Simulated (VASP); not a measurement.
Runs of VASP 6.6.1 on Ge. All rows change the cell; the cell of one of them follows. The structure is cubic, space group Fd-3m (No. 227). Conventional cell: a = 6.344 Å, b = 6.344 Å, c = 6.344 Å, α = 90.00°, β = 90.00°, γ = 90.00°. Around Ge (site symmetry -43m) lie 4 Ge at 2.75 Å. 

```csv
cell,gap on the mesh (eV),pressure (GPa)
a relaxed cell with its volume scaled by 1.03,none,(a)
a relaxed cell with its volume scaled by 0.94,none,2.5
a relaxed cell with its volume scaled by 1.06,none,-1.8
a relaxed cell with its volume scaled by 0.97,none,(b)
a relaxed cell with its volume scaled by 1.09,none,-2.5
```

Alike in all rows: task single point; level PBE; potentials or basis VASP PAW PBE potentials, release 64 (Ge_d); no spin polarisation; k mesh 2 × 2 × 2; cutoff (eV) 520; smearing gaussian 0.02 eV; the mesh is coarse, so values aren't converged.

**Question.** Estimate the missing entries.

**Answer.** (a) -1.0; (b) 1.2.

Caveats: all runs use coarse meshes.

A k mesh can miss the band edges, and the runs leave out spin-orbit coupling on Ge.

A gap of «none» marks a metal or a gap under the smearing width.
